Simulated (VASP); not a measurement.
Computed with PBE GGA with D4 dispersion, VASP's PBE PAW potentials (set 64) (plane waves; VASP).

A VASP calculation is set up with these files.

INCAR:
```
# general
SYSTEM  = CuAu
PREC    = Accurate
ENCUT   = 520
LREAL   = F
LASPH   = T

# electronic loop
EDIFF   = 1E-7
NELM    = 100
ALGO    = Normal
LMAXMIX = 6

# smearing
ISMEAR  = -5

# functional
GGA     = PE
IVDW    = 13

# ions
ISIF    = 2

# output
LWAVE   = F
LCHARG  = T
LORBIT  = 11
NEDOS   = 601
```

File POSCAR:
```
CuAu
1
    2.8492917914     0.0000000000     0.0000000000
   -0.0000000000     2.8492917914    -0.0000000000
    0.0000000000    -0.0000000000     3.5611627499
Cu Au
1 1
Direct
  0.0000000000   0.0000000000   0.0000000000
  0.5000000000   0.5000000000   0.5000000000
```

### KPOINTS
```
Regular mesh
0
G
14 14 12
0 0 0
```

POTCAR, in this order: Cu Au (PBE.64 set). Program: vasp_std.

Problem. What will the output report for the number of irreducible k-points (NKPTS), largest plane-wave count, number of space-group operations, FFT grid (NGX, NGY, NGZ)?

Solution. 
- number of irreducible k-points (NKPTS): 252
- largest plane-wave count: 800
- number of space-group operations: 16
- FFT grid (NGX, NGY, NGZ): 24 × 24 × 28

The compound is CuAu in the L1_0 structure. It was relaxed first.
